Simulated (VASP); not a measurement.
Input:

```xyz
2
Lattice="0.0000 2.5862 2.5862 2.5862 0.0000 2.5862 2.5862 2.5862 0.0000" Properties=species:S:1:pos:R:3 pbc="T T T"
K      0.0000     0.0000     0.0000
F      2.5862     2.5862     2.5862
```

These are LDA (Ceperley-Alder, Perdew-Zunger), VASP's LDA PAW potentials (set 64) (plane waves; VASP) values and carry that method's errors. Settings: 520 eV cut-off, Gaussian smearing of 0.050 eV, potentials K_sv F.

Question: Give the energies of bands 6 to 10 at the high-symmetry points, in eV from the valence-band maximum.

Answer: 
```
band      Γ      X      U      L      W
----  -----  -----  -----  -----  -----
6      0.00  -0.14  -0.39  -0.97  -0.51
7      0.00  -0.03  -0.23  -0.46  -0.12
8      0.00  -0.03  -0.14  -0.46  -0.12
9      6.32   7.95   8.86   9.18   9.76
10    10.76  10.68  10.94  10.95   9.76
```

The gap is direct, 6.31 eV, from the valence maximum at Γ to the conduction minimum at Γ.

The structure comes from a computed database's KF entry (Fm-3m); how it stands against other phases isn't given here. It was relaxed first, which changed the volume by -8 %.
